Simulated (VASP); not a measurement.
The input files of a VASP run:

File KPOINTS:
```
Automatic mesh
0
Gamma
8 8 8
0 0 0
```

**INCAR**
```
ENCUT = 520   ! plane-wave cut-off (eV)
LASPH = .TRUE.   ! aspherical one-centre terms
ISIF = 3   ! ions, shape and volume
LREAL = .FALSE.   ! projection in real space or not
ISMEAR = 0
NELM = 100   ! most electronic steps
SYSTEM = KF
IBRION = 2
ALGO = Normal   ! blocked Davidson
PREC = Accurate
SIGMA = 0.05   ! width (eV)
NSW = 60   ! most ionic steps
EDIFF = 1E-6   ! SCF stop (eV)
LWAVE = .FALSE.
GGA = PS   ! PBEsol
EDIFFG = -0.01   ! ionic stop
LCHARG = .FALSE.
```

POSCAR:
```
KF
1.0
  0.0000000000   2.6557847636   2.6557847636
  2.6557847636   0.0000000000   2.6557847636
  2.6557847636   2.6557847636   0.0000000000
K F
1 1
Cart
  0.0000000000   0.0000000000   0.0000000000
  2.6557847636   2.6557847636   2.6557847636
```

POTCAR, in this order: K_sv F (PBE.64 set). Program: vasp_std.

### Question
Write an equivalent input for Quantum ESPRESSO's pw.x.

### Answer
One equivalent input (not run):
```
&CONTROL
  calculation = 'vc-relax'
  pseudo_dir = './pseudo'
  outdir = './out'
  tprnfor = .true.
  tstress = .true.
  nstep = 60
  forc_conv_thr = 0.00039
/
&SYSTEM
  ibrav = 0
  nat = 2
  ntyp = 2
  ecutwfc = 84
  occupations = 'smearing'
  smearing = 'gaussian'
  degauss = 0.003675
  input_dft = 'pbesol'
/
&ELECTRONS
  conv_thr = 7.3e-08
  electron_maxstep = 100
/
&IONS
/
&CELL
/
ATOMIC_SPECIES
  K 39.098 K.upf
  F 18.998 F.upf
CELL_PARAMETERS angstrom
     0.0000000    2.6557848    2.6557848
     2.6557848    0.0000000    2.6557848
     2.6557848    2.6557848    0.0000000
ATOMIC_POSITIONS crystal
  K    0.0000000  0.0000000  0.0000000
  F    0.5000000  0.5000000  0.5000000
K_POINTS automatic
  8 8 8 0 0 0
```
What does not carry over: the potentials are each code's own (VASP's PAW set, PseudoDojo norm-conserving files in pw.x), so ENCUT and ecutwfc are chosen apart and not converted; conv_thr bounds pw.x's estimated SCF error, while EDIFF bounds the energy change between steps; forc_conv_thr acts on force components and is met together with etot_conv_thr.

The compound is KF in the rock salt structure. It was relaxed first. The start is the result of an earlier pass.
